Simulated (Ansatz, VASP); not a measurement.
# Tc3Sn: VASP beside Ansatz

INCAR

```
  PREC = Accurate
  ENCUT = 520
  EDIFF = 1E-7
  ISMEAR = -1
  SIGMA = 0.05
  LREAL = F
  LASPH = T
  NELM = 100
  ALGO = Normal
  ISIF = 2
  LWAVE = F
  LCHARG = F
  GGA = PE
  NBANDS = 34
```

The input KPOINTS:

```
regular mesh
0
Gamma
  7 7 7
```

Contents of POSCAR:

```
Tc3Sn
1.0
    0.0000000000      3.1509034659      3.1509034659
    3.1509034659      0.0000000000      3.1509034659
    3.1509034659      3.1509034659      0.0000000000
Sn Tc
1 3
Direct
    0.0000000000      0.0000000000      0.0000000000
    0.5000000000      0.5000000000      0.5000000000
    0.7500000000      0.7500000000      0.7500000000
    0.2500000000      0.2500000000      0.2500000000
```

input.yaml

```yaml
crystal:
  lattice:
    - [0.0, 3.1509034659, 3.1509034659]
    - [3.1509034659, 0.0, 3.1509034659]
    - [3.1509034659, 3.1509034659, 0.0]
  atoms:
    - { symbol: Sn, position: [0.0, 0.0, 0.0] }
    - { symbol: Tc, position: [0.5, 0.5, 0.5] }
    - { symbol: Tc, position: [0.75, 0.75, 0.75] }
    - { symbol: Tc, position: [0.25, 0.25, 0.25] }
hamiltonian:
  xc: pbe
  pseudopotentials: { kind: paw }
kpoints:
  mp_grid: { grid: [7, 7, 7] }
scf:
  occupations: { method: fermi_dirac, width: 0.05 }
output:
  forces: true
  stress: true
  eigenvalues: true
```

Change from the starting cell: volume scaled by 0.98.

Alike in both runs: task single point; functional PBE; k mesh 7 × 7 × 7; occupations fermi-dirac, width 0.05 eV; no spin polarisation.

```csv
,VASP,Ansatz
version,VASP 6.6.1,Ansatz 0.2.0
potentials or method,"VASP PAW PBE potentials, release 64 (Sn_d, Tc_pv)",Ansatz PAW earlier set
plane-wave cutoff (eV),520,500
valence electrons in the cell,53,59
```

Ansatz gave:

| Item | Value |
| --- | --- |
| gap on the k mesh at the Fermi level (eV) | none |
| pressure (GPa) | 2.8 |

**Question.** Which values does VASP return?

**Answer.** gap on the k mesh at the Fermi level (eV): none; pressure (GPa): 2.5.

A gap of «none» marks a metal or a gap that the smearing closes. The functional is the same, so the differences come from potentials, cutoffs and numerics. The two sets of potentials don't hold the same shells in valence.
